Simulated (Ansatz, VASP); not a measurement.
# Cross-check of GaMo5 (Mo(100), 5 layers, one monolayer of Ga on top sites) between VASP and Ansatz, part 2 of 2

One calculation is typed for both programs; each brings its own data sets. How far apart do they land? Of the first pair: The structure shown is the start of the Ansatz relaxation below; VASP solves that cell, so the two are compared at the walk's first step.

VASP 6.6.1 and Ansatz 0.2.0.

So far: The starting structure; Ansatz: relaxation, PBE.

### Step 3. VASP: single point, PBE, start cell, pair 1

Level of this step: PBE; plane waves and PAW (Mo_sv, Ga_d) (VASP).

The same cell, functional, mesh and smearing now go to VASP, with its own data sets.

Lines of VASP's logs that name or quote its potential files are left out, and so is its time.

INCAR reads:

```
SYSTEM = GaMo5
PREC = Accurate
ENCUT = 400
EDIFF = 1E-06
NELM = 120
ISMEAR = -1
SIGMA = 0.1
LREAL = .FALSE.
ALGO = Normal
GGA = PE
NBANDS = 51
LASPH = .TRUE.
LORBIT = 11
LWAVE = .FALSE.
LCHARG = .FALSE.
ISIF = 2
LDIPOL = .TRUE.
IDIPOL = 3
DIPOL = 0.5 0.5 0.488
LVHAR = .TRUE.
GGA_COMPAT = .FALSE.
NELMDL = -8
KPAR = 2
```

POSCAR reads:

```
GaMo5
1.0
    3.1500000000      0.0000000000      0.0000000000
    0.0000000000      3.1500000000      0.0000000000
    0.0000000000      0.0000000000     25.3000000000
Mo Ga
5 1
Direct
    0.0000000000      0.0000000000      0.3280632411
    0.5000000000      0.5000000000      0.3903162055
    0.0000000000      0.0000000000      0.4525691700
    0.5000000000      0.5000000000      0.5148221344
    0.0000000000      0.0000000000      0.5770750988
    0.0000000000      0.0000000000      0.6861660079
```

KPOINTS reads:

```
Automatic mesh
0
Gamma
8 8 1
0 0 0
```

The projector-augmented-wave data sets are Mo_sv and Ga_d (PBE family, release 64).

The run is started by

```console
> mpirun -np 2 vasp_std
```

Numbers of over 12 decimals in the logs are rounded to 6 here.

The program printed:

```text
[banner, memory and clock lines left out]
running    2 mpi-ranks, on    1 nodes
 distrk:  each k-point on    1 cores,    2 groups
 distr:  one band on    1 cores,    1 groups

 POSCAR found type information on POSCAR MoGa
 POSCAR found :  2 types and       6 ions
 LDA part: xc-table for (Slater+PW92), standard interpolation
 POSCAR, INCAR and KPOINTS ok, starting setup
 FFT: planning ... GRIDC
 FFT: planning ... GRID_SOFT
 FFT: planning ... GRID
 WAVECAR not read
 entering main loop
       N       E                     dE             d eps       ncg     rms          rms(c)
DAV:   1     0.920658960248E+03    0.92066E+03   -0.44129E+04  2018   0.142E+03
DAV:   2     0.330350725732E+01   -0.91736E+03   -0.89642E+03  1794   0.478E+02
DAV:   3    -0.545358244527E+02   -0.57839E+02   -0.55025E+02  1806   0.116E+02
DAV:   4    -0.582154131770E+02   -0.36796E+01   -0.35351E+01  2025   0.237E+01
DAV:   5    -0.583694568592E+02   -0.15404E+00   -0.15295E+00  2092   0.456E+00
DAV:   6    -0.583755474261E+02   -0.60906E-02   -0.60743E-02  2454   0.855E-01
DAV:   7    -0.583756752420E+02   -0.12782E-03   -0.12762E-03  2140   0.103E-01
DAV:   8    -0.583756810258E+02   -0.57838E-05   -0.57738E-05  1902   0.165E-02    0.276E+01
DAV:   9    -0.620268095968E+02   -0.36511E+01   -0.60127E+01  1936   0.285E+01    0.204E+01
DAV:  10    -0.981009963021E+02   -0.36074E+02   -0.35809E+02  2147   0.474E+01    0.290E+01
DAV:  11    -0.773784101158E+02    0.20723E+02   -0.47117E+02  2242   0.428E+01    0.319E+01
DAV:  12    -0.579911237602E+02    0.19387E+02   -0.69822E+01  2024   0.228E+01    0.108E+01
DAV:  13    -0.545364037135E+02    0.34547E+01   -0.23725E+01  2081   0.132E+01    0.764E+00
DAV:  14    -0.540183783381E+02    0.51803E+00   -0.40962E+00  1953   0.603E+00    0.502E+00
[...]
DAV:  30    -0.535488035849E+02   -0.12878E-04   -0.11225E-05  1625   0.177E-02    0.978E-03
DAV:  31    -0.535488158931E+02   -0.12308E-04   -0.32055E-06  1305   0.794E-03    0.456E-03
DAV:  32    -0.535488227168E+02   -0.68237E-05   -0.12024E-06  1174   0.345E-03    0.365E-03
DAV:  33    -0.535488305352E+02   -0.78184E-05   -0.95425E-07  1160   0.383E-03    0.272E-03
DAV:  34    -0.535488361298E+02   -0.55946E-05   -0.65655E-07  1011   0.379E-03    0.151E-03
DAV:  35    -0.535488387811E+02   -0.26513E-05   -0.21140E-07   944   0.213E-03    0.531E-04
DAV:  36    -0.535488399954E+02   -0.12142E-05   -0.11161E-07   922   0.139E-03    0.646E-04
DAV:  37    -0.535488404589E+02   -0.46358E-06   -0.42610E-08   887   0.855E-04
   1 F= -.53548840E+02 E0= -.53437947E+02  d E =-.221788E+00
```

OUTCAR, selected parts (step 3):

```text
ion  position               nearest neighbor table
   1  0.000  0.000  0.328-   2 2.73   2 2.73   2 2.73   2 2.73   3 3.15
   2  0.500  0.500  0.390-   1 2.73   1 2.73   1 2.73   1 2.73   3 2.73   3 2.73   3 2.73   3 2.73
                             4 3.15
   3  0.000  0.000  0.453-   4 2.73   4 2.73   4 2.73   4 2.73   2 2.73   2 2.73   2 2.73   2 2.73
                             5 3.15   1 3.15
   4  0.500  0.500  0.515-   3 2.73   5 2.73   3 2.73   5 2.73   3 2.73   5 2.73   3 2.73   5 2.73
                             2 3.15
   5  0.000  0.000  0.577-   4 2.73   4 2.73   4 2.73   4 2.73   6 2.76   3 3.15
   6  0.000  0.000  0.686-   5 2.76

  LATTYP: Found a simple tetragonal cell.
 ALAT       =     3.1500000000
 C/A-ratio  =     8.0317460317

 Subroutine GETGRP returns: Found  8 space group operations
 (whereof  8 operations were pure point group operations)

The static configuration has the point symmetry C_4v.

 Found     15 irreducible k-points:

   k-points           NKPTS =     15   k-points in BZ     NKDIM =     15   number of bands    NBANDS=     51

   dimension x,y,z NGX =    24 NGY =   24 NGZ =  168
   dimension x,y,z NGXF=    48 NGYF=   48 NGZF=  336

   ENCUT  =  400.0 eV  29.40 Ry    5.42 a.u.   5.14  5.14 41.26*2*pi/ulx,y,z

   NELECT =      83.0000    total number of electrons

 k-points in reciprocal lattice and weights: Automatic mesh
   0.00000000  0.00000000  0.00000000       0.016
   0.12500000  0.00000000  0.00000000       0.062
   0.25000000  0.00000000  0.00000000       0.062
   0.37500000  0.00000000  0.00000000       0.062
   0.50000000  0.00000000  0.00000000       0.031
   0.12500000  0.12500000  0.00000000       0.062
   0.25000000  0.12500000  0.00000000       0.125
   0.37500000  0.12500000  0.00000000       0.125
   0.50000000  0.12500000  0.00000000       0.062
[...]
0.50000000  0.37500000  0.00000000       0.062
   0.50000000  0.50000000  0.00000000       0.016

 dipolmoment           0.000000      0.000000      0.018185 electrons x Angstroem

 average (electrostatic) potential at core
       1 -79.7126       2 -79.8275       3 -79.9991       4 -79.7187       5 -79.6408
       6 -68.5468

 E-fermi :   1.8494

 k-point     1 :       0.0000    0.0000    0.0000
  band No.  band energies     occupation
    ...
     41       1.4764      1.95315
     42       1.7762      1.35045
     43       1.8468      1.01315
     44       1.8468      1.01315
     45       1.9286      0.62339
     46       2.9761      0.00003
     47       3.1714      0.00000
     48       3.2760      0.00000
     49       3.2760      0.00000
     50       3.9546      0.00000
    ...

 k-point     2 :       0.1250    0.0000    0.0000
  band No.  band energies     occupation
    ...
     39       1.1952      1.99712
     40       1.2880      1.99273
     41       1.3019      1.99165
     42       1.4712      1.95547
     43       1.8870      0.81408
     44       2.4404      0.00541
     45       2.4895      0.00331
     46       2.5603      0.00163
     47       2.8532      0.00009
     48       3.2381      0.00000
    ...

 k-point     3 :       0.2500    0.0000    0.0000
  band No.  band energies     occupation
    ...
     38       0.8526      1.99991
     39       0.8595      1.99990
     40       1.0162      1.99952
     41       1.0498      1.99933
     42       1.8274      1.10944
     43       2.3300      0.01623
     44       2.4627      0.00433
     45       2.6337      0.00078
     46       2.6673      0.00056
     47       2.7895      0.00017
    ...

  Total       -7.6556514     -7.6556514     -5.3902507      0.0000000     -0.0000000      0.0000000
  in kB      -48.8597348    -48.8597348    -34.4015430      0.0000000     -0.0000000      0.0000000
  external PRESSURE =     -44.0403375 kB  Pullay stress =       0.0000000 kB

  energy-cutoff  :      400.00
  volume of cell :      251.04
      direct lattice vectors                 reciprocal lattice vectors
     3.150000000  0.000000000  0.000000000     0.317460317  0.000000000  0.000000000
     0.000000000  3.150000000  0.000000000     0.000000000  0.317460317  0.000000000
     0.000000000  0.000000000 25.300000000     0.000000000  0.000000000  0.039525692

 POSITION                                       TOTAL-FORCE (eV/Angst)
 -----------------------------------------------------------------------------------
      0.00000      0.00000      8.30000         0.000000     -0.000000      1.300668
      1.57500      1.57500      9.87500        -0.000000      0.000000     -1.274469
      0.00000      0.00000     11.45000        -0.000000     -0.000000     -0.052186
      1.57500      1.57500     13.02500        -0.000000     -0.000000      0.965178
      0.00000      0.00000     14.60000        -0.000000     -0.000000     -0.469929
      0.00000      0.00000     17.36000         0.000000     -0.000000     -0.469262
 -----------------------------------------------------------------------------------
    total drift:                                0.000000      0.000000     -0.000794

  FREE ENERGIE OF THE ION-ELECTRON SYSTEM (eV)
  ---------------------------------------------------
  free  energy   TOTEN  =       -53.5488404589 eV

  energy  without entropy=      -53.3270529264  energy(sigma->0) =      -53.43794669

 vacuum level on the upper side and lower side of the slab         6.131         5.799

 total charge
# of ion       s       p       d       tot
------------------------------------------
    1        2.341   6.074   3.888  12.303
    2        2.382   6.195   3.906  12.483
    3        2.376   6.201   3.908  12.485
    4        2.385   6.190   3.929  12.505
    5        2.339   6.100   3.870  12.309
    6        1.087   0.410   9.928  11.425
--------------------------------------------------
tot         12.910  31.170  29.429  73.509

[... 3 further parts left out ...]
```

This run has no spin polarisation. Its electron count is odd, so without a moment it is a metal by construction.

### Step 4. Comparison

Known differences besides the potentials themselves: the cutoff is 420 eV in Ansatz and 400 eV in VASP. Total energies have different zeros and are not compared.

Forces (eV/Å; atoms numbered as in POSCAR):

| atom | Ansatz x, y, z | VASP x, y, z |
| --- | --- | --- |
| Mo1 | 0.000, 0.000, 1.330 | 0.000, 0.000, 1.301 |
| Mo2 | 0.000, 0.000, -1.267 | 0.000, 0.000, -1.274 |
| Mo3 | 0.000, 0.000, -0.051 | 0.000, 0.000, -0.052 |
| Mo4 | 0.000, 0.000, 0.957 | 0.000, 0.000, 0.965 |
| Mo5 | 0.000, 0.000, -0.489 | 0.000, 0.000, -0.470 |
| Ga6 | 0.000, 0.000, -0.479 | 0.000, 0.000, -0.469 |

The forces differ by 9.0 meV/Å r.m.s., which is 1.8 % of the r.m.s. force of 0.511 eV/Å (both taken over all components). With vacuum in the cell, a pressure given here is an average over mostly empty space and none of the material.

### Step 5. Ansatz: relaxation, PBE

This run makes the geometry at which the two programs are then compared.

The structure compared here is the end of the Ansatz relaxation.

input.yaml reads:

```yaml
crystal:
  lattice:
    - [3.15, 0.0, 0.0]
    - [0.0, 3.15, 0.0]
    - [0.0, 0.0, 25.3]
  atoms:
    - { symbol: Mo, position: [0.0, 0.0, 0.3280632411] }
    - { symbol: Mo, position: [0.5, 0.5, 0.3903162055] }
    - { symbol: Mo, position: [0.0, 0.0, 0.45256917] }
    - { symbol: Mo, position: [0.5, 0.5, 0.5148221344] }
    - { symbol: Mo, position: [0.0, 0.0, 0.5770750988] }
    - { symbol: Ga, position: [0.0, 0.0, 0.6861660079] }
kpoints:
  mp_grid: { grid: [8, 8, 1] }
hamiltonian:
  xc: pbe
scf:
  occupations: { method: fermi_dirac, width: 0.1 }
  convergence: { dr2_threshold: 1.0e-08 }
efield:
  axis: 3
  dipole_correction: true
  ramp_position: 0.97
  ramp_width: 0.04
relax:
  f_tol: 0.01
  constraints: [{ sites: [0, 1, 2] }]
output:
  write_potential: true
  write_density: true
  volumetric_format: npy
```

The run is started by

```console
> ansatz run input.yaml --threads 4 --pin off --max-ram 8192MiB --backend cpu --events-out ev --progress --plain --runs-dir out
```

The program printed:

```text
[...]
Crystal: 6 atoms, lattice volume = 251.039 Å³
Basis set: ecut = 420 eV, 4957 PW (Γ), exchange–correlation on 48×48×360 points (8 copies of the dense FFT grid, shifted against one another)
Bands: 50, of which v1, the nominal top of the filled ones, is band 42 counted from 1 (41 counted from 0)
Symmetry: 8 space group operations
[...]
atoms:
    - { symbol: Mo, position: [0.0, 0.0, 0.3280632411] }
    - { symbol: Mo, position: [0.500000, 0.500000, 0.3903162055] }
    - { symbol: Mo, position: [0.0, 0.0, 0.452569] }
    - { symbol: Mo, position: [0.500000, 0.500000, 0.516269] }
    - { symbol: Mo, position: [-5.602936578616561e-18, 0, 0.573485] }
    - { symbol: Ga, position: [-1.4696792758985265e-17, 0, 0.676748] }
[key lines of the parts left out:]
SCF converged after 7 iterations
Free energy (F): -28559.167062 eV
Fermi energy:    4.796977 eV
Dipole field:    D = -0.013376 V/Å  (p = -0.018556 e·Å, saw-weighted, corrected)
Work function:   Φ+ = 4.2926 eV   Φ− = 3.9542 eV
```

### Step 6. VASP: single point, PBE, relaxed cell, pair 2

The same cell, functional, mesh and smearing now go to VASP, with its own data sets.

INCAR: that of step 3 with these lines changed.

```diff
@@ -18,3 +18,3 @@
 IDIPOL = 3
-DIPOL = 0.5 0.5 0.488
+DIPOL = 0.5 0.5 0.487
 LVHAR = .TRUE.
```

POSCAR: that of step 3 with these lines changed.

```diff
@@ -11,4 +11,4 @@
     0.0000000000      0.0000000000      0.4525691700
-    0.5000000000      0.5000000000      0.5148221344
-    0.0000000000      0.0000000000      0.5770750988
-    0.0000000000      0.0000000000      0.6861660079
+    0.5000000000      0.5000000000      0.5162692056
+    0.0000000000      0.0000000000      0.5734845779
+    0.0000000000      0.0000000000      0.6767478856
```

KPOINTS is that of step 3.

The run is started by

```console
> mpirun -np 2 vasp_std
```

The program printed:

```text
[... set-up lines as in an earlier step ...]
 entering main loop
       N       E                     dE             d eps       ncg     rms          rms(c)
DAV:   1     0.922536781599E+03    0.92254E+03   -0.44143E+04  1986   0.142E+03
DAV:   2     0.376757830315E+01   -0.91877E+03   -0.89822E+03  1813   0.470E+02
DAV:   3    -0.544666441315E+02   -0.58234E+02   -0.55307E+02  1779   0.118E+02
DAV:   4    -0.583176907607E+02   -0.38510E+01   -0.37125E+01  2145   0.245E+01
[...]
DAV:  34    -0.536482769499E+02   -0.50458E-05   -0.46281E-07  1102   0.202E-03    0.692E-04
DAV:  35    -0.536482784955E+02   -0.15456E-05   -0.10521E-07   929   0.111E-03    0.258E-04
DAV:  36    -0.536482789863E+02   -0.49086E-06   -0.68311E-08   934   0.704E-04
   1 F= -.53648279E+02 E0= -.53539210E+02  d E =-.218138E+00
```

OUTCAR, selected parts (step 6):

```text
  Total       -6.2210875     -6.2210875     -2.5602544      0.0000000      0.0000000      0.0000000
  in kB      -39.7040913    -39.7040913    -16.3400012      0.0000000      0.0000000      0.0000000
  external PRESSURE =     -31.9160613 kB  Pullay stress =       0.0000000 kB

 POSITION                                       TOTAL-FORCE (eV/Angst)
 -----------------------------------------------------------------------------------
      0.00000      0.00000      8.30000        -0.000000      0.000000      1.203900
      1.57500      1.57500      9.87500        -0.000000      0.000000     -1.042790
      0.00000      0.00000     11.45000        -0.000000      0.000000     -0.199691
      1.57500      1.57500     13.06161        -0.000000     -0.000000     -0.000914
      0.00000      0.00000     14.50916        -0.000000     -0.000000      0.021293
      0.00000      0.00000     17.12172         0.000000      0.000000      0.018202
 -----------------------------------------------------------------------------------
    total drift:                                0.000000      0.000000      0.001498

  FREE ENERGIE OF THE ION-ELECTRON SYSTEM (eV)
  ---------------------------------------------------
  free  energy   TOTEN  =       -53.6482789863 eV

  energy  without entropy=      -53.4301405836  energy(sigma->0) =      -53.53920978

[... 2 parts as in an earlier step ...]

[... 1 further part left out ...]
[key lines of the parts left out:]
E-fermi :   1.8336
```

### Step 7. Side by side

Both answers:

| quantity | Ansatz | VASP | difference |
| --- | --- | --- | --- |
| work function, lower of the two faces (eV) | 3.95 | 3.95 | 0.00 |
| work function, higher of the two faces (eV) | 4.29 | 4.29 | 0.00 |

Forces (eV/Å; atoms numbered as in POSCAR):

| atom | Ansatz x, y, z | VASP x, y, z |
| --- | --- | --- |
| Mo1 | 0.000, 0.000, 1.233 | 0.000, 0.000, 1.204 |
| Mo2 | 0.000, 0.000, -1.035 | 0.000, 0.000, -1.043 |
| Mo3 | 0.000, 0.000, -0.200 | 0.000, 0.000, -0.200 |
| Mo4 | 0.000, 0.000, 0.001 | 0.000, 0.000, -0.001 |
| Mo5 | 0.000, 0.000, -0.001 | 0.000, 0.000, 0.021 |
| Ga6 | 0.000, 0.000, 0.001 | 0.000, 0.000, 0.018 |

The forces differ by 9.8 meV/Å r.m.s., which is 2.6 % of the r.m.s. force of 0.378 eV/Å (both taken over all components). With vacuum in the cell, a pressure given here is an average over mostly empty space and none of the material.

### Step 8. Results

```yaml
r_m_s_force_difference_single_point_pbe_start_cell_pair_1: 1.8 % of the r.m.s. force
r_m_s_force_difference_single_point_pbe_relaxed_cell_pair_2: 2.6 % of the r.m.s. force
```

The r.m.s. force difference is 2.6 % of the r.m.s. force (single point, PBE, relaxed cell, pair 2), within the 3 % picked in this series as the mark of a large difference. How closely two codes agree says nothing of how well the functional describes the real material.

[Lines on the potential files, build, host, timing and source positions are cut from VASP's logs without a mark.]

[Logs are printed without paths, hosts, clocks, repeated set-up lines and the standing remarks that a program may print on its own settings, such as how far it seeks lower states.]

[Hosts, paths, dates, database ids (printed as entryN), source tags and the programs' standing remarks are cut or masked in the printed files.]
